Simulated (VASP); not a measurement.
These are PBE GGA with D4 dispersion, VASP's PBE PAW potentials (set 64) (plane waves; VASP) values and carry that method's errors.

The input files of a VASP run:

### KPOINTS
```
K-points
0
gamma
4 4 4
```

File POSCAR:
```
CsSnI3
1
    6.3205524419     0.0000000000     0.0000000000
    0.0000000000     6.3205524419     0.0000000000
    0.0000000000     0.0000000000     6.3205524419
Cs Sn I
1 1 3
Direct
  0.0000000000   0.0000000000   0.0000000000
  0.5000000000   0.5000000000   0.5000000000
  0.5000000000   0.0000000000   0.5000000000
  0.0000000000   0.5000000000   0.5000000000
  0.5000000000   0.5000000000   0.0000000000
```

INCAR:
```
SYSTEM=CsSnI3
PREC=Accurate; ENCUT=520; LREAL=F
LASPH=T
EDIFF=1E-7; NELM=100; ALGO=Normal
LMAXMIX=4
ISMEAR=0; SIGMA=0.05
GGA=PE; IVDW=13
ISIF=2
LWAVE=F; LCHARG=F
```

POTCAR, in this order: Cs_sv Sn_d I (PBE.64 set). Program: vasp_std.

Unless said otherwise, spin-orbit coupling is left out, though it shifts the bands of the heavy elements here.

### Question
Predict the energy per atom (σ→0), dispersion energy, band gap (on the k-mesh).

### Answer

| Quantity | Result |
|---|---|
| energy per atom (σ→0) | -3.044 eV/atom |
| dispersion energy | -120.0 kJ/mol |
| band gap (on the k-mesh) | 0.53 eV |

OSZICAR:
```
...
DAV:   9    -0.139739458790E+02    0.29075E-03   -0.36628E-03   634   0.460E-01    0.126E-01
DAV:  10    -0.139742306501E+02   -0.28477E-03   -0.90023E-04   620   0.169E-01    0.601E-02
DAV:  11    -0.139742783605E+02   -0.47710E-04   -0.32515E-04   592   0.126E-01    0.235E-02
DAV:  12    -0.139742817761E+02   -0.34155E-05   -0.38369E-05   636   0.416E-02    0.225E-02
DAV:  13    -0.139742807767E+02    0.99933E-06   -0.19371E-06   670   0.988E-03    0.939E-03
DAV:  14    -0.139742800611E+02    0.71558E-06   -0.18825E-06   684   0.102E-02    0.202E-03
DAV:  15    -0.139742800077E+02    0.53410E-07   -0.37892E-07   502   0.410E-03
   1 F= -.15218173E+02 E0= -.15218173E+02  d E =-.812934E-11
```

The compound is CsSnI3 in the cubic perovskite structure, the ideal cubic form; the compound distorts at low or room temperature. This cell is one point of a volume scan, at 1.06 of the reference volume.
